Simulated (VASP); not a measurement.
SbPb, 2 atoms in the cell. Symmetry: I4/mmm, No. 139, tetragonal system. The conventional cell has a = 4.337 Å, b = 4.337 Å, c = 6.322 Å, α = 90.00°, β = 90.00°, γ = 90.00°. Sb (site symmetry 4/mmm) has 6 Pb at 3.07 to 3.16 Å as nearest neighbours. Pb (site symmetry 4/mmm) has 6 Sb at 3.07 to 3.16 Å as nearest neighbours. The cell comes from a database or a generator and needn't be the stable form of this composition. The cell isn't the ideal one: strain -0.030 along x and y, +0.000 along z, atoms carried along.

| Item | Value |
| --- | --- |
| Program | VASP 6.6.1 |
| Task | single point |
| Functional | PBEsol |
| Potentials or basis | VASP PAW PBE potentials, release 64 (Sb, Pb_d) |
| Cutoff | 520 eV |
| k mesh | 14 × 14 × 14 |
| Occupations | gaussian, width 0.15 eV |
| Spin | no spin polarisation |
| Dipole correction | no |
| Further INCAR settings | ALGO = Fast; EDIFF = 1e-07; NBANDS = 16 |

Potentials or basis: VASP PAW PBE potentials, release 64 (Sb, Pb_d).

Launch:

```console
$ cat potpaw_PBE.64/Sb/POTCAR potpaw_PBE.64/Pb_d/POTCAR > POTCAR
$ mpirun -np 1 vasp_std > vasp.out
```

Hardware: 1 thread of Intel(R) Xeon(R) 6975P-C (Granite Rapids), on a shared host.

**Question.** Estimate the wall time of this run.

**Answer.** Wall time 100 s on 1 thread of Intel(R) Xeon(R) 6975P-C (Granite Rapids) (shared host), peak memory 0.38 GiB. Counts: scf iterations 15, k points 244.
